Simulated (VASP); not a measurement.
A VASP calculation is set up with these files.

### INCAR
```
SYSTEM = CaRuN2
PREC = Accurate; ENCUT = 520; LREAL = .False.
LASPH = .True.
EDIFF = 1E-7; NELM = 100; ALGO = Normal
LMAXMIX = 4
ISMEAR = -5
GGA = PS
ISIF = 2
LWAVE = .False.; LCHARG = .True.; LORBIT = 11
NEDOS = 601
LEFG = .True.
```

POSCAR:
```
CaRuN2
1
    1.5918629369     0.9190627438     5.0659128678
   -1.5918629369     0.9190627438     5.0659128678
    0.0000000000    -1.8381245156     5.0659128706
Ca Ru N
1 1 2
Direct
  0.0000000000   0.0000000000   0.0000000000
  0.5000000000   0.5000000000   0.5000000000
  0.2322434057   0.2322434057   0.2322434057
  0.7677565943   0.7677565943   0.7677565943
```

File KPOINTS:
```
Automatic mesh
0
Gamma
13 13 13
0 0 0
```

POTCAR, in this order: Ca_sv Ru_pv N (PBE.64 set). Program: vasp_std.

**Question.** Translate this PBEsol calculation to Ansatz.

**Answer.** One equivalent input (not run):
Ansatz 0.2 input:
```yaml
crystal:
  lattice:
    - [1.5918629, 0.9190627, 5.0659129]
    - [-1.5918629, 0.9190627, 5.0659129]
    - [0.0000000, -1.8381245, 5.0659129]
  atoms:
    - { symbol: Ca, position: [0.0000000, 0.0000000, 0.0000000] }
    - { symbol: Ru, position: [0.5000000, 0.5000000, 0.5000000] }
    - { symbol: N, position: [0.2322434, 0.2322434, 0.2322434] }
    - { symbol: N, position: [0.7677566, 0.7677566, 0.7677566] }
kpoints:
  mp_grid: { grid: [13, 13, 13] }
hamiltonian:
  xc: pbesol
  pseudopotentials: { kind: paw }
scf:
  occupations: { method: tetrahedron }
  max_iter: 100
output: { forces: true, stress: true, eigenvalues: true }
```
What does not carry over: each code has its own PAW files, so the cut-off isn't converted (ENCUT is set for VASP's; basis.ecutwfc is left out, and Ansatz then takes the one that its files recommend); Ansatz stops its SCF on the density residual and VASP on the energy change (EDIFF); the field gradients of LEFG aren't asked of the other code.

The structure comes from a computed database's CaRuN2 entry (R-3m); how it stands against other phases isn't given here. It was relaxed first.
